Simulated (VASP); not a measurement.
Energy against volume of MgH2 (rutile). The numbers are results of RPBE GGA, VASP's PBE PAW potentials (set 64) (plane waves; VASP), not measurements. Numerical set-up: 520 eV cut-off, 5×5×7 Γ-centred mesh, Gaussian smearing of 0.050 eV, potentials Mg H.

Shape and ions are relaxed at each volume.

| V (Å³/atom) | E (eV/atom) |
|---|---|
| 10.202 | -2.89718 |
| 10.518 | -2.89883 |
| 10.833 | -2.89778 |
| 11.149 | -2.89436 |

**Question.** Fit these four points and predict the energy of the run at 9.887 Å³/atom.

**Answer.** A cubic in V^(−2/3), the third-order Birch-Murnaghan form, passes through the four points with V0 = 10.55 Å³/atom and B0 = 45 GPa, and gives -2.8924 eV/atom there. The run gave -2.8924 eV/atom, +0.0 meV/atom from the fit; all five points give B0 = 45 GPa.

The compound is MgH2 in the rutile structure. It was relaxed first.
